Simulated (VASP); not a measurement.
O3W, 4 atoms in the cell. The cell holds a molecule in a box, 4 atoms: a = 11.000 Å, b = 12.000 Å, c = 12.000 Å, α = 90.00°, β = 90.00°, γ = 90.00°. 

```yaml
Program: VASP 6.6.1
Task: relaxation of the atoms
Functional: PBE
Dispersion: D4
Potentials_or_basis: VASP PAW PBE potentials, release 64 (O, W_sv)
Cutoff: 520 eV
k_mesh: 1 × 1 × 1
Occupations: gaussian, width 0.01 eV
Spin: no spin polarisation
Further_INCAR_settings: ALGO = Normal; EDIFF = 1e-07; IBRION = 2; EDIFFG = -0.005; NSW = 40
```

Potentials or basis: VASP PAW PBE potentials, release 64 (O, W_sv).

Launch:

```bash
$ cat potpaw_PBE.64/O/POTCAR potpaw_PBE.64/W_sv/POTCAR > POTCAR
$ mpirun -np 1 vasp_gam > vasp.out
```

Hardware: 1 thread of AMD EPYC 9R45 96-Core Processor (Zen 5), with other jobs on the host.

Task: How long does it take, and how much memory?

Result: It took 7.5 min on 1 thread of AMD EPYC 9R45 96-Core Processor (Zen 5), with other jobs on the host, peak memory 1.3 GiB. Counts: scf iterations 144, k points 1, ion steps 8.
